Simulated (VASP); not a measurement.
All values below come from PBE GGA, VASP's PBE PAW potentials (set 64) (plane waves; VASP).

VASP input:

KPOINTS:
```
Automatic mesh
0
Gamma
8 8 8
0 0 0
```

**POSCAR**
```
PtAl2
1
    0.0000000000     2.9550000000     2.9550000000
    2.9550000000     0.0000000000     2.9550000000
    2.9550000000     2.9550000000     0.0000000000
Al Pt
2 1
Direct
  0.2500000000   0.2500000000   0.2500000000
  0.7500000000   0.7500000000   0.7500000000
  0.0000000000   0.0000000000   0.0000000000
```

INCAR:
```
LMAXMIX  =  6   ! l cut-off of mixed one-centre charges
LCHARG  =  .False.
PREC  =  Accurate
EDIFF  =  1E-6
NELM  =  100   ! most electronic steps
GGA  =  PE   ! PBE
ALGO  =  Normal   ! blocked Davidson
LWAVE  =  .False.
LASPH  =  .True.   ! aspherical one-centre terms
ISMEAR  =  1
SYSTEM  =  PtAl2
SIGMA  =  0.1
ENCUT  =  520   ! plane-wave cut-off (eV)
ISIF  =  2
LREAL  =  .False.   ! projection in real space or not
```

POTCAR, in this order: Al Pt_pv (PBE.64 set). Program: vasp_std.

Unless said otherwise, spin-orbit coupling is left out, though it shifts the bands of the heavy elements here.

### Question
What does the run give for the energy per atom (σ→0), pressure, band gap (on the k-mesh)?

### Answer

The energy per atom (σ→0) comes out as -5.405 eV/atom. The band gap (on the k-mesh) comes out as none (metal, semimetal or under 0.01 eV) and the pressure comes out as 2.35 GPa.

File OSZICAR:
```
...
DAV:   7    -0.162314689175E+02    0.71573E-01   -0.30019E-01   954   0.506E+00    0.241E+00
DAV:   8    -0.162151251186E+02    0.16344E-01   -0.27736E-02  1101   0.162E+00    0.267E-01
DAV:   9    -0.162153492638E+02   -0.22415E-03   -0.53283E-03  1038   0.654E-01    0.361E-01
DAV:  10    -0.162151684128E+02    0.18085E-03   -0.13000E-03  1003   0.354E-01    0.421E-02
DAV:  11    -0.162151837132E+02   -0.15300E-04   -0.57895E-05  1068   0.563E-02    0.141E-02
DAV:  12    -0.162151851172E+02   -0.14041E-05   -0.10288E-05   996   0.307E-02    0.467E-03
DAV:  13    -0.162151847235E+02    0.39371E-06   -0.17706E-06   821   0.132E-02
   1 F= -.16215185E+02 E0= -.16215430E+02  d E =0.735937E-03
```

The compound is PtAl2 in the fluorite structure. The cell was not relaxed at this level. The run is one of a series of settings (ENCUT = 520, POTCAR Al Pt_pv (PBE.64 set) against the base run), some of them coarse on purpose.
